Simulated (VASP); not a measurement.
VASP runs on CaF2 (space group Fm-3m) share one base input (PBE GGA, plane waves, VASP's PBE PAW potentials (set 64)) and change the settings named in each case.

KPOINTS:
```
Automatic mesh
0
Gamma
10 10 10
0 0 0
```

File POSCAR:
```
CaF2
1
    0.0000000000     2.7599560000     2.7599560000
    2.7599560000     0.0000000000     2.7599560000
    2.7599560000     2.7599560000     0.0000000000
Ca F
1 2
Direct
  0.0000000000   0.0000000000   0.0000000000
  0.7500000000   0.7500000000   0.7500000000
  0.2500000000   0.2500000000   0.2500000000
```

INCAR:
```
SYSTEM = CaF2
PREC = Accurate
ENCUT = 400
EDIFF = 1E-6
NELM = 100
ALGO = Normal
LREAL = .FALSE.
LASPH = .TRUE.
ISMEAR = 0
SIGMA = 0.01
GGA = PE
LWAVE = .FALSE.
LCHARG = .FALSE.
ISIF = 2
```

POTCAR, in this order: Ca_sv F (PBE.64 set). Program: vasp_std.

```json
[
 {"change": "base run", "E(σ→0) (eV/atom)": "-5.7960", "pressure (GPa)": "-8.40"},
 {"change": "EDIFF = 1E-09, ENCUT = 560, KPOINTS 14×14×14 Γ-centred mesh", "E(σ→0) (eV/atom)": "-5.7807", "pressure (GPa)": "[?]"},
 {"change": "ENCUT = 320, KPOINTS 6×6×6 Γ-centred mesh", "E(σ→0) (eV/atom)": "-5.8479", "pressure (GPa)": "-43.50"},
 {"change": "ENCUT = 240, ISMEAR = -1, SIGMA = 0.136, KPOINTS 3×3×3 Γ-centred mesh", "E(σ→0) (eV/atom)": "-5.9949", "pressure (GPa)": "-153.49"},
 {"change": "ENCUT = 200, KPOINTS 2×2×2 Γ-centred mesh", "E(σ→0) (eV/atom)": "-5.0199", "pressure (GPa)": "-278.42"},
 {"change": "ENCUT = 280, KPOINTS 8×8×8 Γ-centred mesh", "E(σ→0) (eV/atom)": "-5.8571", "pressure (GPa)": "-83.67"},
 {"change": "SIGMA = 0.136, KPOINTS 4×4×4 Γ-centred mesh", "E(σ→0) (eV/atom)": "-5.7955", "pressure (GPa)": "-8.44"},
 {"change": "AEXX = 0.2, AGGAC = 0.81, AGGAX = 0.72, ALDAC = 0.19, GGA = B3, HFRCUT = -1, ISYM = 3, LHFCALC = .TRUE., PRECFOCK = Fast, KPOINTS 4×4×4 Γ-centred mesh", "E(σ→0) (eV/atom)": "-6.8028", "pressure (GPa)": "-9.31"},
 {"change": "AEXX = 0.25, HFSCREEN = 0.2, ISYM = 3, LHFCALC = .TRUE., PRECFOCK = Fast, KPOINTS 3×3×3 Γ-centred mesh", "E(σ→0) (eV/atom)": "-6.8924", "pressure (GPa)": "-9.99"}
]
```

Fill in the missing entries.

- EDIFF = 1E-09, ENCUT = 560, KPOINTS 14×14×14 Γ-centred mesh, pressure (GPa): -0.16

Energies of different potentials or functionals have different zeros.  At 400 eV the pressure can carry a Pulay error.

Left out are runs that ran out of time, are held back, or changed the cell or the kind of run, fixed moments of cells without a moment, rows past the twelfth, gaps on odd meshes, pressures of charged cells and columns that move by less than the noise.

The structure comes from a computed database's CaF2 entry; how it stands against other phases isn't given here. The cell was not relaxed at this level, its lattice was scaled by up to 2.5 %.
